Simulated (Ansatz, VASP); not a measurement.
# PtC in two plane-wave programs, part 2 of 2

Aim: how closely do two programs agree when they are given the same cell, functional and k mesh? The cell is generated by rule, not measured, and may not be a known phase. The cell is taken from a series of runs on this material, whose earlier steps may have relaxed, scaled, displaced or heated it; both programs get it as it stands.

VASP 6.6.1 and Ansatz 0.2.0.

So far. Step 2 (VASP: single point, PBE, pair 1): The run ends at a pressure of 0.21 GPa, with forces up to 0.32 eV/Å. Step 3 (Ansatz: single point, PBE, pair 1): The run ends at a pressure of -0.06 GPa, with forces up to 0.31 eV/Å.

The structure was built from a prototype and need not be the compound's stable phase.

### Step 5. Ansatz: single point, PBE, pair 2

Level of this step: Ansatz beside VASP: Kohn-Sham DFT, plane waves, PBE (Ansatz).

With cell and atoms fixed, the geometry can't cause a difference; cores, projectors, grids and the points listed under the comparison can.

The cell is taken from a series of runs on this material, whose earlier steps may have relaxed, scaled, displaced or heated it; both programs get it as it stands.

Contents of input.yaml:

```yaml
crystal:
  lattice:
    - [-5.0247504398, -2.9010410191, 0.0]
    - [-5.0247504398, 2.901041019, 0.0]
    - [0.0, 0.0, -8.8253723278]
  atoms:
    - { symbol: Pt, position: [0.3439098687, -0.0052882677, 0.75] }
    - { symbol: Pt, position: [-0.0052880758, 0.6613781099, 0.75] }
    - { symbol: Pt, position: [0.6613785908, 0.3439099659, 0.75] }
    - { symbol: Pt, position: [0.322756798, 0.6719549344, 0.25] }
    - { symbol: Pt, position: [0.0052880758, 0.3227567008, 0.25] }
    - { symbol: Pt, position: [0.6719547425, 0.0052885567, 0.25] }
    - { symbol: C, position: [0.3174123314, 0.6746271676, 0.75] }
    - { symbol: C, position: [0.0079602122, 0.3174121446, 0.75] }
    - { symbol: C, position: [0.6746268789, 0.0079609765, 0.75] }
    - { symbol: C, position: [0.3492543353, -0.007960501, 0.25] }
    - { symbol: C, position: [-0.0079602122, 0.6587056901, 0.25] }
    - { symbol: C, position: [0.6587064545, 0.349254522, 0.25] }
kpoints:
  mp_grid: { grid: [9, 9, 4] }
hamiltonian:
  xc: pbe
scf:
  occupations: { method: methfessel_paxton, width: 0.2 }
output:
  forces: true
  stress: true
  eigenvalues: true
```

Command:

```console
$ ansatz run input.yaml --threads 4 --pin off --max-ram 7168MiB --backend cpu --events-out ev --progress --plain --runs-dir out
```

Numbers of over 12 decimals in the logs are rounded to 6 here.

The log of the run:

```text
[...]
Crystal: 12 atoms, lattice volume = 257.295 Å³
Basis set: ecut = 420 eV, 5057 PW (Γ), exchange–correlation on 80×80×120 points (8 copies of the dense FFT grid, shifted against one another)
Bands: 80, of which v1, the nominal top of the filled ones, is band 66 counted from 1 (65 counted from 0)
Symmetry: 12 space group operations
[...]
k-point 0: bands = [... 62 lower, 5.6657, 5.6657, 5.6676, 5.6676, 6.9593, 6.9593, 6.9637, 6.9637, ... 10 higher]
  k-point 1: bands = [... 62 lower, 5.6725, 5.6725, 5.6739, 5.6739, 6.9557, 6.9557, 6.9588, 6.9588, ... 10 higher]
  k-point 2: bands = [... 62 lower, 5.6798, 5.6798, 5.6798, 5.6798, 6.9530, 6.9530, 6.9530, 6.9530, ... 10 higher]
  k-point 44: bands = [... 62 lower, 7.4291, 7.4291, 7.7310, 7.7310, 8.3610, 8.3610, 8.4645, 8.4645, ... 10 higher]
[key lines of the parts left out:]
SCF converged after 7 iterations
Free energy (F): -76629.260666 eV
Fermi energy:    7.720023 eV
P = ⅓ Tr σ = -0.4379 GPa (-4.379 kbar)
```

The run ends at a pressure of -0.44 GPa, with forces up to 0.63 eV/Å.

### Step 6. VASP: single point, PBE, pair 2

The same cell, functional, mesh and smearing now go to VASP, with its own data sets.

Contents of INCAR:

```
SYSTEM = PtC
PREC = Accurate
ENCUT = 600
EDIFF = 1E-06
NELM = 120
ISMEAR = 1
SIGMA = 0.2
LREAL = .FALSE.
ALGO = Normal
GGA = PE
NBANDS = 54
LASPH = .TRUE.
LORBIT = 11
LWAVE = .FALSE.
LCHARG = .FALSE.
ISIF = 2
GGA_COMPAT = .FALSE.
KPAR = 2
```

Contents of POSCAR:

```
PtC
1.0
   -5.0247504398     -2.9010410191      0.0000000000
   -5.0247504398      2.9010410190      0.0000000000
    0.0000000000      0.0000000000     -8.8253723278
Pt C
6 6
Direct
    0.3439096445      0.9947118918      0.7500000000
    0.9947114109      0.6613785585      0.7500000000
    0.6613780776      0.3439101253      0.7500000000
    0.3227564442      0.6719551586      0.2500000000
    0.0052880110      0.3227569250      0.2500000000
    0.6719546777      0.0052884919      0.2500000000
    0.3174119178      0.6746274218      0.7500000000
    0.0079602742      0.3174123987      0.7500000000
    0.6746269409      0.0079607551      0.7500000000
    0.3492541708      0.9920396286      0.2500000000
    0.9920391477      0.6587062953      0.2500000000
    0.6587058144      0.3492546517      0.2500000000
```

Contents of KPOINTS:

```
Automatic mesh
0
Gamma
9 9 4
0 0 0
```

PAW data sets: Pt and C (PBE family, release 64).

Command:

```console
$ mpirun -np 2 vasp_std
```

The log of the run:

```text
[... set-up lines as in an earlier step ...]
 entering main loop
       N       E                     dE             d eps       ncg     rms          rms(c)
DAV:   1     0.529859666253E+03    0.52986E+03   -0.42536E+04  4860   0.156E+03
DAV:   2    -0.448710161494E+02   -0.57473E+03   -0.54316E+03  5550   0.299E+02
DAV:   3    -0.889023097100E+02   -0.44031E+02   -0.42567E+02  6114   0.762E+01
DAV:   4    -0.904765899033E+02   -0.15743E+01   -0.15534E+01  6018   0.149E+01
[...]
DAV:  13    -0.773341866904E+02   -0.52953E-05   -0.73636E-05  5358   0.410E-02    0.891E-03
DAV:  14    -0.773341851898E+02    0.15006E-05   -0.76038E-06  5512   0.101E-02    0.224E-03
DAV:  15    -0.773341852071E+02   -0.17233E-07   -0.31819E-07  2802   0.277E-03
   1 F= -.77334185E+02 E0= -.77337881E+02  d E =0.110865E-01
```

From OUTCAR (step 6):

```text
  Total       -0.3737727     -0.3737727     -0.1235137      0.0000002      0.0000000      0.0000000
  in kB       -2.3274841     -2.3274841     -0.7691202      0.0000015      0.0000000      0.0000000
  external PRESSURE =      -1.8080295 kB  Pullay stress =       0.0000000 kB

 POSITION                                       TOTAL-FORCE (eV/Angst)
 -----------------------------------------------------------------------------------
     -6.72624      1.88800     -6.61903        -0.324299     -0.547692     -0.000000
     -8.32144     -0.96701     -6.61903         0.636465     -0.007005      0.000000
     -5.05132     -0.92099     -6.61903        -0.312166      0.554697      0.000000
     -4.99818      1.01304     -2.20634         0.324299      0.547692      0.000000
     -1.64834      0.92099     -2.20634         0.312166     -0.554697     -0.000000
     -3.40298     -1.93403     -2.20634        -0.636465      0.007005     -0.000000
     -4.98475      1.03630     -6.61903        -0.197550      0.327892     -0.000000
     -1.63492      0.89773     -6.61903         0.382738      0.007137      0.000000
     -3.42983     -1.93403     -6.61903        -0.185188     -0.335030      0.000000
     -6.73967      1.86475     -2.20634         0.197550     -0.327892      0.000000
     -8.29458     -0.96701     -2.20634         0.185188      0.335030      0.000000
     -5.06475     -0.89773     -2.20634        -0.382738     -0.007137      0.000000
 -----------------------------------------------------------------------------------
    total drift:                               -0.000624     -0.001784      0.000014

  FREE ENERGIE OF THE ION-ELECTRON SYSTEM (eV)
  ---------------------------------------------------
  free  energy   TOTEN  =       -77.3341852071 eV

  energy  without entropy=      -77.3452716734  energy(sigma->0) =      -77.33788070

[... 2 parts as in an earlier step ...]

[... 1 further part left out ...]
[key lines of the parts left out:]
E-fermi :   2.9737
```

The run ends at a pressure of -0.18 GPa, with forces up to 0.64 eV/Å.

### Step 7. Side by side

What differs besides the data sets and the points named for the pairs above, as far as they apply: the data sets hold 132 valence electrons in Ansatz (on its default PAW (the set named soft_2) files) and 84 in VASP. Total energies have different zeros and are not compared.

The two programs side by side:

| quantity | Ansatz | VASP | difference |
| --- | --- | --- | --- |
| pressure (GPa) | -0.44 | -0.18 | -0.26 |

Forces on 10 of the 12 atoms, those with the largest forces and the largest differences (eV/Å; atoms numbered as in POSCAR):

| atom | Ansatz x, y, z | VASP x, y, z |
| --- | --- | --- |
| Pt1 | -0.325, -0.538, 0.000 | -0.324, -0.548, 0.000 |
| Pt2 | 0.629, -0.013, 0.000 | 0.636, -0.007, 0.000 |
| Pt3 | -0.304, 0.551, 0.000 | -0.312, 0.555, 0.000 |
| Pt4 | 0.325, 0.538, 0.000 | 0.324, 0.548, 0.000 |
| Pt5 | 0.304, -0.551, 0.000 | 0.312, -0.555, 0.000 |
| Pt6 | -0.629, 0.013, 0.000 | -0.636, 0.007, 0.000 |
| C8 | 0.374, 0.017, 0.000 | 0.383, 0.007, 0.000 |
| C9 | -0.172, -0.332, 0.000 | -0.185, -0.335, 0.000 |
| C11 | 0.172, 0.332, 0.000 | 0.185, 0.335, 0.000 |
| C12 | -0.374, -0.017, 0.000 | -0.383, -0.007, 0.000 |

The forces differ by 6.6 meV/Å r.m.s., which is 2.2 % of the r.m.s. force of 0.303 eV/Å (both taken over all components).

### Step 8. Ansatz: single point, PBE, pair 3

With cell and atoms fixed, the geometry can't cause a difference; cores, projectors, grids and the points listed under the comparison can.

The cell is taken from a series of runs on this material, whose earlier steps may have relaxed, scaled, displaced or heated it; both programs get it as it stands.

Contents of input.yaml:

```yaml
crystal:
  lattice:
    - [-5.0247504398, -2.9010410191, 0.0]
    - [-5.0247504398, 2.901041019, 0.0]
    - [0.0, 0.0, -8.8253723278]
  atoms:
    - { symbol: Pt, position: [0.3756394748, -0.0211530707, 0.75] }
    - { symbol: Pt, position: [-0.0211523034, 0.6455124397, 0.75] }
    - { symbol: Pt, position: [0.6455143633, 0.3756398636, 0.75] }
    - { symbol: Pt, position: [0.2910271918, 0.6878197374, 0.25] }
    - { symbol: Pt, position: [0.0211523034, 0.291026803, 0.25] }
    - { symbol: Pt, position: [0.6878189701, 0.0211542269, 0.25] }
    - { symbol: C, position: [0.2696493256, 0.6985086705, 0.75] }
    - { symbol: C, position: [0.0318408488, 0.2696485785, 0.75] }
    - { symbol: C, position: [0.6985075154, 0.0318439061, 0.75] }
    - { symbol: C, position: [0.3970173411, -0.0318420039, 0.25] }
    - { symbol: C, position: [-0.0318408488, 0.6348227606, 0.25] }
    - { symbol: C, position: [0.6348258179, 0.3970180882, 0.25] }
kpoints:
  mp_grid: { grid: [9, 9, 4] }
hamiltonian:
  xc: pbe
scf:
  occupations: { method: methfessel_paxton, width: 0.2 }
output:
  forces: true
  stress: true
  eigenvalues: true
```

Command:

```console
$ ansatz run input.yaml --threads 4 --pin off --max-ram 7168MiB --backend cpu --events-out ev --progress --plain --runs-dir out
```

The log of the run:

```text
[...]
Crystal: 12 atoms, lattice volume = 257.295 Å³
Basis set: ecut = 420 eV, 5057 PW (Γ), exchange–correlation on 80×80×120 points (8 copies of the dense FFT grid, shifted against one another)
Bands: 80, of which v1, the nominal top of the filled ones, is band 66 counted from 1 (65 counted from 0)
Symmetry: 12 space group operations
[...]
k-point 0: bands = [... 62 lower, 5.5396, 5.8694, 6.0048, 6.0183, 6.9496, 6.9496, 7.0039, 7.0039, ... 10 higher]
  k-point 1: bands = [... 62 lower, 5.5412, 5.8030, 6.0060, 6.0156, 6.9552, 6.9552, 6.9937, 6.9937, ... 10 higher]
  k-point 2: bands = [... 62 lower, 5.6163, 5.6163, 6.0103, 6.0103, 6.9721, 6.9721, 6.9721, 6.9721, ... 10 higher]
  k-point 44: bands = [... 62 lower, 6.6425, 6.6425, 7.6595, 7.6595, 8.0939, 8.0939, 8.4754, 8.4754, ... 10 higher]
[key lines of the parts left out:]
SCF converged after 8 iterations
Free energy (F): -76629.684287 eV
Fermi energy:    7.657972 eV
P = ⅓ Tr σ = -4.3867 GPa (-43.867 kbar)
```

The run ends at a pressure of -4.39 GPa, with forces up to 2.2 eV/Å.

### Step 9. VASP: single point, PBE, pair 3

The same cell, functional, mesh and smearing now go to VASP, with its own data sets.

INCAR is that of step 6.

Contents of POSCAR:

```
PtC
1.0
   -5.0247504398     -2.9010410191      0.0000000000
   -5.0247504398      2.9010410190      0.0000000000
    0.0000000000      0.0000000000     -8.8253723278
Pt C
6 6
Direct
    0.3756385778      0.9788475670      0.7500000000
    0.9788456434      0.6455142337      0.7500000000
    0.6455123101      0.3756405014      0.7500000000
    0.2910257764      0.6878206344      0.2500000000
    0.0211520441      0.2910277000      0.2500000000
    0.6878187108      0.0211539677      0.2500000000
    0.2696476713      0.6985096869      0.7500000000
    0.0318410967      0.2696495949      0.7500000000
    0.6985077633      0.0318430203      0.7500000000
    0.3970166829      0.9681585145      0.2500000000
    0.9681565909      0.6348251811      0.2500000000
    0.6348232575      0.3970186065      0.2500000000
```

KPOINTS is that of step 6.

Command:

```console
$ mpirun -np 2 vasp_std
```

The log of the run:

```text
[... set-up lines as in an earlier step ...]
 entering main loop
       N       E                     dE             d eps       ncg     rms          rms(c)
DAV:   1     0.525066191795E+03    0.52507E+03   -0.42496E+04  4860   0.156E+03
DAV:   2    -0.454875243848E+02   -0.57055E+03   -0.53932E+03  5556   0.298E+02
DAV:   3    -0.891999777518E+02   -0.43712E+02   -0.42147E+02  6084   0.757E+01
DAV:   4    -0.907857075703E+02   -0.15857E+01   -0.15755E+01  5992   0.151E+01
[...]
DAV:  13    -0.777895174054E+02   -0.56871E-05   -0.84162E-05  5460   0.456E-02    0.916E-03
DAV:  14    -0.777895161394E+02    0.12660E-05   -0.71932E-06  5752   0.106E-02    0.211E-03
DAV:  15    -0.777895161026E+02    0.36783E-07   -0.42184E-07  3234   0.314E-03
   1 F= -.77789516E+02 E0= -.77794122E+02  d E =0.138173E-01
```

OUTCAR, selected parts (step 9):

```text
  Total      -10.1062789    -10.1062789     -0.1783878     -0.0000009      0.0000000     -0.0000000
  in kB      -62.9318448    -62.9318448     -1.1108213     -0.0000058      0.0000000     -0.0000000
  external PRESSURE =     -42.3248370 kB  Pullay stress =       0.0000000 kB

 POSITION                                       TOTAL-FORCE (eV/Angst)
 -----------------------------------------------------------------------------------
     -6.80595      1.74993     -6.61903         0.277778     -0.452665     -0.000000
     -8.16200     -0.96701     -6.61903         0.253130      0.466895     -0.000000
     -5.13104     -0.78291     -6.61903        -0.530908     -0.014230     -0.000000
     -4.91846      1.15112     -2.20634        -0.277778      0.452665      0.000000
     -1.56863      0.78292     -2.20634         0.530908      0.014230     -0.000000
     -3.56241     -1.93402     -2.20634        -0.253130     -0.466895     -0.000000
     -4.86475      1.24415     -6.61903        -2.190482     -0.109588     -0.000000
     -1.51492      0.68989     -6.61903         1.000335      1.951807     -0.000000
     -3.66983     -1.93402     -6.61903         1.190147     -1.842219     -0.000000
     -6.85966      1.65691     -2.20634         2.190482      0.109588      0.000000
     -8.05458     -0.96701     -2.20634        -1.190147      1.842219      0.000000
     -5.18475     -0.68988     -2.20634        -1.000335     -1.951807     -0.000000
 -----------------------------------------------------------------------------------
    total drift:                               -0.002455     -0.007012      0.000037

  FREE ENERGIE OF THE ION-ELECTRON SYSTEM (eV)
  ---------------------------------------------------
  free  energy   TOTEN  =       -77.7895161026 eV

  energy  without entropy=      -77.8033333730  energy(sigma->0) =      -77.79412186

[... 2 parts as in an earlier step ...]

[... 1 further part left out ...]
[key lines of the parts left out:]
E-fermi :   2.9152
```

The run ends at a pressure of -4.23 GPa, with forces up to 2.2 eV/Å.

### Step 10. Side by side

What differs besides the data sets and the points named for the pairs above, as far as they apply: the data sets hold 132 valence electrons in Ansatz (on its default PAW (the set named soft_2) files) and 84 in VASP. Total energies have different zeros and are not compared.

Both answers:

| quantity | Ansatz | VASP | difference |
| --- | --- | --- | --- |
| pressure (GPa) | -4.39 | -4.23 | -0.15 |

Forces on 9 of the 12 atoms, those with the largest forces and the largest differences (eV/Å; atoms numbered as in POSCAR):

| atom | Ansatz x, y, z | VASP x, y, z |
| --- | --- | --- |
| Pt1 | 0.274, -0.379, 0.000 | 0.278, -0.453, 0.000 |
| Pt3 | -0.466, -0.048, 0.000 | -0.531, -0.014, 0.000 |
| Pt4 | -0.274, 0.379, 0.000 | -0.278, 0.453, 0.000 |
| C7 | -2.154, -0.107, 0.000 | -2.190, -0.110, 0.000 |
| C8 | 0.984, 1.919, 0.000 | 1.000, 1.952, 0.000 |
| C9 | 1.170, -1.812, 0.000 | 1.190, -1.842, 0.000 |
| C10 | 2.154, 0.107, 0.000 | 2.190, 0.110, 0.000 |
| C11 | -1.170, 1.812, 0.000 | -1.190, 1.842, 0.000 |
| C12 | -0.984, -1.919, 0.000 | -1.000, -1.952, 0.000 |

The forces differ by 33 meV/Å r.m.s., which is 3.6 % of the r.m.s. force of 0.921 eV/Å (both taken over all components).

### Step 11. What the set-up changes

Further runs change the set-up of one program: Ansatz's method, potentials or start, or VASP's data sets, cutoff or form of LDA. The table gives Ansatz less VASP for each quantity, since a change that brings one quantity closer may part another.

| run | r.m.s. force difference (meV/Å) | pressure (GPa) |
| --- | --- | --- |
| as above | 33 | -0.15 |
| VASP with the data sets Pt_sv_GW and C | 11 | 0.33 |

### Step 12. What came out

| Quantity | Value |
| --- | --- |
| r.m.s. force difference (single point, PBE, pair 1) | 4.7 meV/Å |
| r.m.s. force difference (single point, PBE, pair 2) | 2.2 % of the r.m.s. force |
| r.m.s. force difference (single point, PBE, pair 3) | 3.6 % of the r.m.s. force |

What this shows: The r.m.s. force difference is 3.6 % of the r.m.s. force (single point, PBE, pair 3), beyond the 3 % picked in this series as the mark of a large difference. The data sets hold unlike numbers of valence electrons (132 in Ansatz and 84 in VASP), so part of the differences comes from the potentials. Single point, PBE, pair 3, VASP with the data sets Pt_sv_GW and C: r.m.s. force difference goes from 33 to 11 meV/Å; the difference in pressure goes from -0.15 to 0.33 GPa. 2 further runs of this series are not shown here. Such differences can come from data sets, numerical settings and the points named under the comparisons, not from the functional's error against experiment.

[Lines on the potential files, build, host, timing and source positions are cut from VASP's logs without a mark.]

[Logs are printed without paths, hosts, clocks, repeated set-up lines and the standing remarks that a program may print on its own settings, such as how far it seeks lower states.]

[Hosts, paths, dates, database ids (printed as entryN), source tags and the programs' standing remarks are cut or masked in the printed files.]
